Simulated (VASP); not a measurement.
OSZICAR of a VASP run on NiSbS (sg198):

File OSZICAR:
```
       N       E                     dE             d eps       ncg     rms          rms(c)
DAV:   1     0.592131546702E+03    0.59213E+03   -0.28670E+04  1100   0.137E+03
DAV:   2     0.101258649158E+02   -0.58201E+03   -0.56631E+03  1136   0.349E+02
DAV:   3    -0.655826455209E+02   -0.75709E+02   -0.73249E+02  1392   0.136E+02
DAV:   4    -0.702952829432E+02   -0.47126E+01   -0.46638E+01  1344   0.346E+01
DAV:   5    -0.704900650278E+02   -0.19478E+00   -0.19425E+00  1516   0.683E+00    0.305E+01
DAV:   6    -0.856212444704E+02   -0.15131E+02   -0.17285E+02  1400   0.161E+02    0.447E+01
DAV:   7    -0.652514593859E+02    0.20370E+02   -0.49214E+01  1340   0.115E+02    0.124E+01
DAV:   8    -0.655941928911E+02   -0.34273E+00   -0.21291E+01  1638   0.408E+01    0.855E+00
DAV:   9    -0.651778279297E+02    0.41636E+00   -0.35430E+00  1512   0.212E+01    0.256E+00
DAV:  10    -0.651773495090E+02    0.47842E-03   -0.13725E-01  1414   0.265E+00    0.177E+00
DAV:  11    -0.651727831587E+02    0.45664E-02   -0.19425E-02  1496   0.725E-01    0.933E-01
DAV:  12    -0.651713896096E+02    0.13935E-02   -0.68788E-03  1614   0.102E+00    0.324E-01
DAV:  13    -0.651713039504E+02    0.85659E-04   -0.27640E-03  1560   0.553E-01    0.899E-02
DAV:  14    -0.651712663481E+02    0.37602E-04   -0.15743E-04  1278   0.156E-01    0.335E-02
DAV:  15    -0.651712605939E+02    0.57542E-05   -0.13166E-05  1560   0.298E-02    0.176E-02
DAV:  16    -0.651712620293E+02   -0.14354E-05   -0.16517E-06   702   0.859E-03    0.993E-03
DAV:  17    -0.651712612562E+02    0.77305E-06   -0.28534E-06   656   0.147E-02
   1 F= -.65171261E+02 E0= -.65171342E+02  d E =-.651713E+02
```

Q: Which electronic solver shows in the log?

A: It is blocked Davidson (ALGO = Normal, or the opening steps of other solvers). The INCAR had ALGO = Normal.

Q: How was spin treated?

A: Without spin polarisation: there is no mag entry.

Q: Can the final energy be trusted as converged?

A: The run converged. It stopped with EDIFF = 1E-6, NELM = 100, NSW = 60 and EDIFFG = -0.02 after 1 ionic step (PBEsol GGA, plane waves, VASP's PBE PAW potentials (set 64)).

The compound is NiSbS in the sg198 structure. It was relaxed first. The start is the result of an earlier pass. The run is not spin-polarised, so no magnetic state was tried.
